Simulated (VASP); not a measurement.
Shape and ions are relaxed at each volume.

Data:

Space group P6₃/mmc (No. 194); a = b = 3.2840 Å, c = 5.0661 Å, α = β = 90.00°, γ = 120.00°

```csv
atom,site,symmetry,x,y,z
Sc,2c,-6m2,0.3333,0.6667,0.2500
```

Calculation: PBE GGA with D3 dispersion (zero damping), VASP's PBE PAW potentials (set 64) (plane waves; VASP). Numerical set-up: 520 eV cut-off, 13×13×7 Γ-centred mesh, first-order Methfessel-Paxton smearing of 0.10 eV, potentials Sc_sv.

**Question.** Give the energy at these volumes per atom, relative to the lowest: 22.23, 22.94, 23.65, 24.36, 25.07 Å³.

**Answer.** 17.1, 4.1, 0.0, 3.6, 13.7 meV/atom. A third-order Birch-Murnaghan fit gives B0 = 57.5 GPa and B0′ = 3.8.

The compound is Sc in the hcp structure. It was relaxed first, which changed the volume by -5 %.
